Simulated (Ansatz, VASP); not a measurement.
## Si2MoN4 (MoSi2N4 bilayer, AA') in two plane-wave programs

One calculation is typed for both programs; each brings its own data sets. How far apart do they land? The structure shown is the start of the Ansatz relaxation below; VASP solves that cell, so the two are compared at the walk's first step.

Calculated with Ansatz 0.2.0; plane waves, with VASP 6.6.1 beside it; single point at LDA.

### Step 1. The starting structure

The cell holds 14 atoms: 8 N, 4 Si and 2 Mo. Cell: a = 2.920 Å, b = 2.920 Å, c = 57.647 Å, α = 90.0°, β = 90.0°, γ = 120.0°. Vacuum lies along c. The height across the vacuum is the one that the program set for its solve, not the one typed.

Structure file:

```
N Si Mo
1.0
     2.92000    0.00000    0.00000
    -1.46000    2.52879    0.00000
     0.00000    0.00000   57.64716
N Si Mo
8 4 2
Direct
  0.00000 0.00000 0.15612
  0.33333 0.66667 0.19462
  0.33333 0.66667 0.23665
  0.00000 0.00000 0.27515
  0.33333 0.66667 0.33066
  0.00000 0.00000 0.36916
  0.00000 0.00000 0.41119
  0.33333 0.66667 0.44969
  0.33333 0.66667 0.16427
  0.33333 0.66667 0.26701
  0.00000 0.00000 0.33881
  0.00000 0.00000 0.44155
  0.00000 0.00000 0.21564
  0.33333 0.66667 0.39018
```

### Step 2. Ansatz: relaxation, LDA

Ansatz runs on its default PAW (the set named soft_2) files.

The two programs are compared at the cell with which this relaxation starts, whose forces are those of its first step.

The input, input.yaml:

```yaml
crystal:
  lattice:
    - [2.92, 0.0, 0.0]
    - [-1.46, 2.5287941791, 0.0]
    - [0.0, 0.0, 34.9235812344]
  atoms:
    - { symbol: "N", position: [0.0, 0.0, 0.2577055297] }
    - { symbol: Si, position: [0.3333333333, 0.6666666667, 0.2711472291] }
    - { symbol: "N", position: [0.3333333333, 0.6666666667, 0.3212566376] }
    - { symbol: Mo, position: [0.0, 0.0, 0.3559456066] }
    - { symbol: "N", position: [0.3333333333, 0.6666666667, 0.3906345757] }
    - { symbol: Si, position: [0.3333333333, 0.6666666667, 0.4407439842] }
    - { symbol: "N", position: [0.0, 0.0, 0.4541856836] }
    - { symbol: "N", position: [0.3333333333, 0.6666666667, 0.5458143164] }
    - { symbol: Si, position: [0.0, 0.0, 0.5592560158] }
    - { symbol: "N", position: [0.0, 0.0, 0.6093654243] }
    - { symbol: Mo, position: [0.3333333333, 0.6666666667, 0.6440543934] }
    - { symbol: "N", position: [0.0, 0.0, 0.6787433624] }
    - { symbol: Si, position: [0.0, 0.0, 0.7288527709] }
    - { symbol: "N", position: [0.3333333333, 0.6666666667, 0.7422944703] }
  periodic: [true, true, false]
kpoints:
  mp_grid: { grid: [12, 12, 1] }
hamiltonian:
  xc: lda
scf:
  occupations: { method: fermi_dirac, width: 0.05 }
  convergence: { dr2_threshold: 1.0e-09 }
relax:
  f_tol: 0.004
  max_steps: 90
  cell: {}
output:
  write_potential: true
  write_density: true
  volumetric_format: npy
```

The run is started by

```bash
> ansatz run input.yaml --threads 4 --pin off --max-ram 6144MiB --backend cpu --events-out ev --progress --plain --runs-dir out
```

Numbers of over 12 decimals in the logs are rounded to 6 here.

Output:

```text
Warning: crystal.periodic: the lattice vector that does not repeat stood 0.000° off the slab's normal, 34.924 Å along it as the deck builds it. The run solves the slab on a vector along the normal, 57.647 Å long, with every atom where it was (on the deck's vector they left 18.00 Å outside them, and the widest stretch free of ions among them is 3.20 Å). A fractional position that the run reports is one of the run's ce [...]
Warning: relax.cell: scf.convergence.dr2_threshold = 1e-9 eV is looser than the 1.93135621641e-10 eV advised for a relaxation that steers and ends on the stress (1e-10 eV for each atom of the cell: 14, times the square of relax.cell.stress_2d_tol = 0.05 N/m over 26.9 Å (the atoms' height at the walk's start and 5 Å past either face), 1.857e-2 GPa, over a crystal's default 0.05). What an SCF threshold leaves in a stress goes as its square root, and in the free energy as the threshold itself, and one threshold admits the most on a small cell: [figures from the program's tests cut] Set scf.convergence.dr2_threshold to 1.93135621641e-10 eV or tighter. [rest of the remark cut]
[...]
basis re-selected at this cell: Δ(F+E_penalty+E_count) = +3.206e-4 eV, ΔP = -0.004 N/m vs the last step (what re-selecting the basis moved, of the pressure what is left beyond the Pulay correction that the steps carried, after the strain that the cell walked since its last selection, with what the two solves' SCF thresholds leave and, on support functions, any second-order correction that the steps lacked; it is no m [...]
WARN: The output density's exchange-correlation potential varies sharply where the density is thin. Do not read a vacuum level from v_tot or v_xc, or from such a field of the output density. On a cell that repeats whose density bears no net charge and no dipole along the vacuum's axis use v_es (v_loc + v_h of the components); under efield.dipole_correction with no amplitude use v_es + v_field, which holds any externa [...]
SCF converged after 5 iterations
Free energy (F): -15126.677473 eV
Harris-Foulkes:  -15126.677473 eV  (|F-HF|=8.73e-10)
Internal energy: -15126.677473 eV  (E = F + TS)
E sigma→0 (E₀):  -15126.677473 eV
Fermi energy:    -4.696405 eV
--- Per-component energies (eV) ---
  E_band       = -1652.778791
  E_kinetic    = 2136.499112
  E_local      = -737769.194353  (includes V_loc(G=0)·N_el)
  E_nonlocal   = 770.414601
  E_hartree    = 367474.685208
  E_xc         = -1072.268771
  E_vxc        = -1270.364101  (∫ρ·V_xc dr)
  E_paw        = -9070.773660  (= ΣΔE_a)
  E_vpaw       = -469.511867  (= ΣTr[D̂ρ^β])
  E_aug_tail   = 0.000909  (compensation charges beyond the density's cutoff)
  E_ewald      = 362402.036175
  E_core_change = 1.923308  (= ΣΔE_core)
  E_smearing   = -0.000000  (= −TS)
  E_closure    = 0.000000  (closes the sum)
  Σ components = -15126.677473   (vs F -15126.677473, Δ=0.00e0)
--- Forces (eV/Å), atoms counted from 1 ---
  atom   1  N      0.00000000    -0.00000000     0.00107072
  atom   2  Si     0.00000000    -0.00000000    -0.00096842
  atom   3  N      0.00000000     0.00000000     0.00014882
  atom   4  Mo    -0.00000000     0.00000000    -0.00036938
  atom   5  N      0.00000000     0.00000000    -0.00067459
  atom   6  Si    -0.00000000    -0.00000000     0.00128713
  atom   7  N      0.00000000     0.00000000    -0.00093340
  atom   8  N      0.00000000     0.00000000     0.00093340
  atom   9  Si     0.00000000    -0.00000000    -0.00128713
  atom  10  N      0.00000000     0.00000000     0.00067459
  atom  11  Mo     0.00000000    -0.00000000     0.00036938
  atom  12  N      0.00000000     0.00000000    -0.00014882
  atom  13  Si     0.00000000     0.00000000     0.00096842
  atom  14  N     -0.00000000     0.00000000    -0.00107072
  max |Σ_I F_I| component: 7.40e-17 eV/Å
--- 2D stress c σ (N/m, compression-positive) ---
       -0.016282       0.000000      -0.000000
        0.000000      -0.016282      -0.000000
       -0.000000      -0.000000      -0.000000
  P = ½ c Tr σ = -0.0163 N/m
--- Band table (eV; the first three rows and the last of 19) ---
  k-point 0: bands = ["-66.7814", "-66.7814", "-40.9788", "-40.9788", "-40.5087", "-40.5087", "-40.5087", "-40.5087", "-24.6572", "-24.5654", "-24.5131", "-24.4576", "-21.6991", "-21.6650", "-20.2670", "-20.2287", "-14.5201", "-14.4063", "-12.0015", "-11.5484", "-10.1257", "-9.8568", "-9.8568", "-9.8506", "-9.8506", "-9.6047", "-9.6047", "-9.5773", "-9.5773", "-9.4578", "-9.4578", "-9.4437", "-9.4437", "-9.4214", "-8.2381", "-8.1628", "-8.1628", "-8.1616", "-8.1616", "-7.7182", "-5.7560", "-5.6629", "-2.7103", "-2.7103", "-2.7098", "-2.7098", "-2.4581", "-2.4581", "-2.4576", "-2.4576", "-1.2890 (-1.2890°)", "-1.2780 (-1.2780°)", "-1.1452 (-1.1452°)", "-0.8981", "-0.1788", "-0.1787"]
  k-point 1: bands = ["-66.7719", "-66.7719", "-40.9637", "-40.9637", "-40.5837", "-40.5837", "-40.5246", "-40.5246", "-24.5372", "-24.4452", "-24.3968", "-24.3426", "-21.5908", "-21.5577", "-20.2537", "-20.2172", "-14.3956", "-14.2866", "-12.0095", "-11.6012", "-10.3945", "-10.2602", "-10.1444", "-10.1350", "-9.9148", "-9.8521", "-9.8325", "-9.8190", "-9.7376", "-9.7262", "-9.7032", "-9.4429", "-9.4313", "-9.2962", "-8.5342", "-8.3131", "-8.3113", "-8.2967", "-7.8917", "-7.6287", "-5.8404", "-5.7843", "-2.8919", "-2.8395", "-2.7391", "-2.7388", "-2.5588", "-2.5263", "-2.2539", "-2.2534", "-0.9137 (-0.9137°)", "-0.9124 (-0.9124°)", "-0.7369 (-0.7369°)", "-0.4809", "0.0352", "0.0353"]
  k-point 2: bands = ["-66.7457", "-66.7457", "-40.9221", "-40.9221", "-40.7850", "-40.7850", "-40.5679", "-40.5679", "-24.1862", "-24.0938", "-24.0556", "-24.0057", "-21.2977", "-21.2673", "-20.2233", "-20.1922", "-14.0938", "-14.0073", "-12.0527", "-11.8133", "-11.4705", "-11.3706", "-11.3514", "-11.2832", "-10.3589", "-10.3506", "-10.0919", "-10.0302", "-10.0239", "-10.0235", "-9.6610", "-9.1312", "-9.1268", "-9.1 [...]
  k-point 18: bands = ["-66.6189", "-66.6189", "-41.3149", "-41.3149", "-41.1692", "-41.1692", "-40.7188", "-40.7188", "-21.3809", "-21.3809", "-21.3408", "-21.3408", "-20.4242", "-20.4242", "-20.1894", "-20.1894", "-14.9094", "-14.9094", "-14.7271", "-14.7271", "-14.3226", "-14.2379", "-14.1686", "-14.1136", "-12.0945", "-12.0723", "-11.6918", "-11.6918", "-11.0385", "-11.0385", "-10.4256", "-10.4256", "-10.0034", "-9.9857", "-9.8393", "-9.8393", "-7.8605", "-7.8605", "-7.1110", "-7.1110", "-6.1535", "-6.1469", "-3.6908", "-3.6908", "-2.4988", "-2.3925", "-1.3879", "-1.3879", "-0.5246", "-0.3729", "-0.3366", "-0.3366", "1.6426", "1.6426", "1.7489", "1.7489"]
  ° read free of the cell's end (the report's vacuum.weakly_bound_levels)
--- Relaxed structure (7 steps of the walk, 7 accepted, 2 SCFs on fresh bases) ---
  F+E_penalty+E_count = -15126.67747254 eV   max|allowed force component| = 1.287e-3 eV/Å   (the final SCF, on the basis selected at the relaxed cell)
  cell:  # Å, volume = 410.1996 Å³
    - [2.866443, 0, 0]
    - [-1.433222, 2.482413, 0]
    - [0, 0, 57.647162]
  atoms:
    - { symbol: N, position: [-2.7755575612397844e-17, -4.625929269486917e-17, 0.156930] }
    - { symbol: Si, position: [0.333333, 0.666667, 0.165768] }
    - { symbol: N, position: [0.333333, 0.666667, 0.195964] }
    - { symbol: Mo, position: [-2.775557561239779e-17, -4.625929269486914e-17, 0.217458] }
    - { symbol: N, position: [0.333333, 0.666667, 0.238954] }
    - { symbol: Si, position: [0.333333, 0.666667, 0.269149] }
    - { symbol: N, position: [-2.7755575612397798e-17, -4.625929269486916e-17, 0.277936] }
    - { symbol: N, position: [0.333333, 0.666667, 0.327880] }
    - { symbol: Si, position: [-2.7755575612397644e-17, -4.625929269486876e-17, 0.336667] }
    - { symbol: N, position: [-2.7755575612397638e-17, -4.625929269486874e-17, 0.366862] }
    - { symbol: Mo, position: [0.333333, 0.666667, 0.388358] }
    - { symbol: N, position: [-2.775557561239763e-17, -4.625929269486875e-17, 0.409852] }
    - { symbol: Si, position: [-2.77555756123976e-17, -4.625929269486876e-17, 0.440048] }
    - { symbol: N, position: [0.333333, 0.666667, 0.448886] }
```

[end of part 1 of 2]

[Lines on the potential files, build, host, timing and source positions are cut from VASP's logs without a mark.]

[Logs are printed without paths, hosts, clocks, repeated set-up lines and the standing remarks that a program may print on its own settings, such as how far it seeks lower states.]

[Hosts, paths, dates, database ids (printed as entryN), source tags and the programs' standing remarks are cut or masked in the printed files.]
